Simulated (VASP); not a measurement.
GW runs with VASP on BaTe (rock salt), on PBE orbitals with a Kohn-Sham gap of 1.59 eV on the mesh.

```xyz
2
Lattice="0.0000 3.5000 3.5000 3.5000 0.0000 3.5000 3.5000 3.5000 0.0000" Properties=species:S:1:pos:R:3 pbc="T T T"
Ba     0.0000     0.0000     0.0000
Te     3.5000     3.5000     3.5000
```

Settings: PREC = Normal, 500 eV cut-off, 4×4×4 Γ-centred mesh, Gaussian smearing of 0.010 eV, potentials Ba_sv_GW Te_GW.

The mesh is coarse and the basis finite, so the quasiparticle values are not converged. Unless said otherwise, spin-orbit coupling is left out, though it shifts the bands of the heavy elements here.

```json
[
 {"run": "run 1", "level": "G0W0@PBE, 1 step(s)", "NBANDS": "64", "ENCUTGW (eV)": "150", "QP gap (eV)": "2.42", "smallest direct QP gap (eV)": "2.84"},
 {"run": "run 2", "level": "G0W0@PBE, 1 step(s)", "NBANDS": "160", "ENCUTGW (eV)": "200", "QP gap (eV)": "[?]", "smallest direct QP gap (eV)": "[?]"}
]
```

Problem. Complete the blanks.

Solution. 
- run 2, QP gap (eV): 2.54
- run 2, smallest direct QP gap (eV): 2.94

Left out are failed runs and those that VASP or the mesh makes unfit.

The compound is BaTe in the rock salt structure. The cell was not relaxed at this level.
